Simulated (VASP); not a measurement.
```xyz
4
Lattice="1.5861 -2.7472 0.0000 1.5861 2.7472 0.0000 0.0000 0.0000 5.0796" Properties=species:S:1:pos:R:3 pbc="T T T"
Al     1.5861    -0.9157     2.5398
Al     1.5861     0.9157     0.0000
N      1.5861    -0.9157     4.4802
N      1.5861     0.9157     1.9404
```

Level of theory: PBE GGA, VASP's PBE PAW potentials (set 64) (plane waves; VASP 6.6.1). Numerical set-up: 520 eV cut-off, KSPACING 0.35 per Å, Gaussian smearing of 0.050 eV, potentials Al N.

### Question
What does the run give for the energy per atom (σ→0), pressure?

### Answer

| Property | Result |
|---|---|
| energy per atom (σ→0) | -7.435 eV/atom |
| pressure | -7.23 GPa |

The compound is AlN in the wurtzite structure. The cell was not relaxed at this level. The run is one of a series of settings (KGAMMA = .FALSE., KSPACING = 0.35, KPOINTS file removed against the base run), some of them coarse on purpose.
